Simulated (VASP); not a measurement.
Here is the system:

```xyz
1
Lattice="3.2069 0.0000 0.0000 0.0000 3.2069 0.0000 0.0000 0.0000 3.2069" Properties=species:S:1:pos:R:3 pbc="T T T"
Er     0.0000     0.0000     0.0000
```

Computed with r2SCAN meta-GGA, VASP's PBE PAW potentials (set 64) (plane waves; VASP). Settings: 400 eV cut-off, 13×13×13 Γ-centred mesh, tetrahedra with Blöchl corrections, potentials Er_3.

The 4f electrons are frozen in the core of the lanthanide potential, so 4f levels, which can set the real gap, and their magnetism are missing.

Task: Give the energies of bands 4 to 7 at the high-symmetry points, in eV from the Fermi level.

Result: 
```json
[
 {"band": "4", "Γ": "-5.55", "X": "-2.35", "M": "-2.17", "R": "-0.67"},
 {"band": "5", "Γ": "-0.58", "X": "-0.34", "M": "0.10", "R": "-0.67"},
 {"band": "6", "Γ": "-0.58", "X": "0.27", "M": "3.73", "R": "-0.67"},
 {"band": "7", "Γ": "6.24", "X": "3.26", "M": "3.73", "R": "5.96"}
]
```

It has no gap at this level: it comes out as a metal or semimetal.

The structure was generated: Er was put into the simple-cubic type (Pm-3m), which need not be its known phase. It was relaxed first.
